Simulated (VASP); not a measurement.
Data:

```yaml
crystal:
  lattice:
    - [13.84499, 0.00000, 0.00000]
    - [-6.92249, 11.99011, 0.00000]
    - [0.00000, 0.00000, 14.95424]
  atoms:
    - { symbol: Mg, position: [0.11111, 0.22222, 0.49800] }
    - { symbol: Mg, position: [0.22222, 0.11111, 0.24800] }
    - { symbol: Mg, position: [0.11111, 0.22222, 0.99800] }
    - { symbol: Mg, position: [0.22222, 0.11111, 0.74800] }
    - { symbol: Mg, position: [0.11111, 0.55556, 0.49800] }
    - { symbol: Mg, position: [0.22222, 0.44444, 0.24800] }
    - { symbol: Mg, position: [0.11111, 0.55556, 0.99800] }
    - { symbol: Mg, position: [0.22222, 0.44444, 0.74800] }
    - { symbol: Mg, position: [0.11111, 0.88889, 0.49800] }
    - { symbol: Mg, position: [0.22222, 0.77778, 0.24800] }
    - { symbol: Mg, position: [0.11111, 0.88889, 0.99800] }
    - { symbol: Mg, position: [0.22222, 0.77778, 0.74800] }
    - { symbol: Mg, position: [0.44444, 0.22222, 0.49800] }
    - { symbol: Mg, position: [0.55556, 0.11111, 0.24800] }
    - { symbol: Mg, position: [0.44444, 0.22222, 0.99800] }
    - { symbol: Mg, position: [0.55556, 0.11111, 0.74800] }
    - { symbol: Mg, position: [0.44444, 0.55556, 0.49800] }
    - { symbol: Mg, position: [0.55556, 0.44444, 0.24800] }
    - { symbol: Mg, position: [0.44444, 0.55556, 0.99800] }
    - { symbol: Mg, position: [0.55556, 0.44444, 0.74800] }
    - { symbol: Mg, position: [0.44444, 0.88889, 0.49800] }
    - { symbol: Mg, position: [0.55556, 0.77778, 0.24800] }
    - { symbol: Mg, position: [0.44444, 0.88889, 0.99800] }
    - { symbol: Mg, position: [0.55556, 0.77778, 0.74800] }
    - { symbol: Mg, position: [0.77778, 0.22222, 0.49800] }
    - { symbol: Mg, position: [0.88889, 0.11111, 0.24800] }
    - { symbol: Mg, position: [0.77778, 0.22222, 0.99800] }
    - { symbol: Mg, position: [0.88889, 0.11111, 0.74800] }
    - { symbol: Mg, position: [0.77778, 0.55556, 0.49800] }
    - { symbol: Mg, position: [0.88889, 0.44444, 0.24800] }
    - { symbol: Mg, position: [0.77778, 0.55556, 0.99800] }
    - { symbol: Mg, position: [0.88889, 0.44444, 0.74800] }
    - { symbol: Mg, position: [0.77778, 0.88889, 0.49800] }
    - { symbol: Mg, position: [0.88889, 0.77778, 0.24800] }
    - { symbol: Mg, position: [0.77778, 0.88889, 0.99800] }
    - { symbol: Mg, position: [0.88889, 0.77778, 0.74800] }
    - { symbol: Te, position: [0.11111, 0.22222, 0.18701] }
    - { symbol: Te, position: [0.22222, 0.11111, 0.43700] }
    - { symbol: Te, position: [0.11111, 0.22222, 0.68700] }
    - { symbol: Te, position: [0.22222, 0.11111, 0.93700] }
    - { symbol: Te, position: [0.11111, 0.55556, 0.18701] }
    - { symbol: Te, position: [0.22222, 0.44444, 0.43700] }
    - { symbol: Te, position: [0.11111, 0.55556, 0.68700] }
    - { symbol: Te, position: [0.22222, 0.44444, 0.93700] }
    - { symbol: Te, position: [0.11111, 0.88889, 0.18701] }
    - { symbol: Te, position: [0.22222, 0.77778, 0.43700] }
    - { symbol: Te, position: [0.11111, 0.88889, 0.68700] }
    - { symbol: Te, position: [0.22222, 0.77778, 0.93700] }
    - { symbol: Te, position: [0.44444, 0.22222, 0.18701] }
    - { symbol: Te, position: [0.55556, 0.11111, 0.43700] }
    - { symbol: Te, position: [0.44444, 0.22222, 0.68700] }
    - { symbol: Te, position: [0.55556, 0.11111, 0.93700] }
    - { symbol: Te, position: [0.44444, 0.55556, 0.18701] }
    - { symbol: Te, position: [0.55556, 0.44444, 0.43700] }
    - { symbol: Te, position: [0.44444, 0.55556, 0.68700] }
    - { symbol: Te, position: [0.55556, 0.44444, 0.93700] }
    - { symbol: Te, position: [0.44444, 0.88889, 0.18701] }
    - { symbol: Te, position: [0.55556, 0.77778, 0.43700] }
    - { symbol: Te, position: [0.44444, 0.88889, 0.68700] }
    - { symbol: Te, position: [0.55556, 0.77778, 0.93700] }
    - { symbol: Te, position: [0.77778, 0.22222, 0.18701] }
    - { symbol: Te, position: [0.88889, 0.11111, 0.43700] }
    - { symbol: Te, position: [0.77778, 0.22222, 0.68700] }
    - { symbol: Te, position: [0.88889, 0.11111, 0.93700] }
    - { symbol: Te, position: [0.77778, 0.55556, 0.18701] }
    - { symbol: Te, position: [0.88889, 0.44444, 0.43700] }
    - { symbol: Te, position: [0.77778, 0.55556, 0.68700] }
    - { symbol: Te, position: [0.88889, 0.44444, 0.93700] }
    - { symbol: Te, position: [0.77778, 0.88889, 0.18701] }
    - { symbol: Te, position: [0.88889, 0.77778, 0.43700] }
    - { symbol: Te, position: [0.77778, 0.88889, 0.68700] }
    - { symbol: Te, position: [0.88889, 0.77778, 0.93700] }
```

All values below come from PBE GGA, VASP's PBE PAW potentials (set 64) (plane waves; VASP). Numerical set-up: PREC = Normal, LREAL = Auto, EDIFF = 1E-5, 400 eV cut-off, 1×1×1 Γ-centred mesh, Gaussian smearing of 0.050 eV, potentials Mg Te.

The supercell is sampled at Γ alone, which is coarse: total energies, pressure and levels can be off, energies of defects by several tenths of an eV.

Question: What does the run give for the energy per atom (σ→0)?

Answer: 
- energy per atom (σ→0): -3.168 eV/atom

The absolute energy has meaning only against runs of the same code, potentials and settings.

The cell is a supercell, built from a database entry that may be metastable or hypothetical.
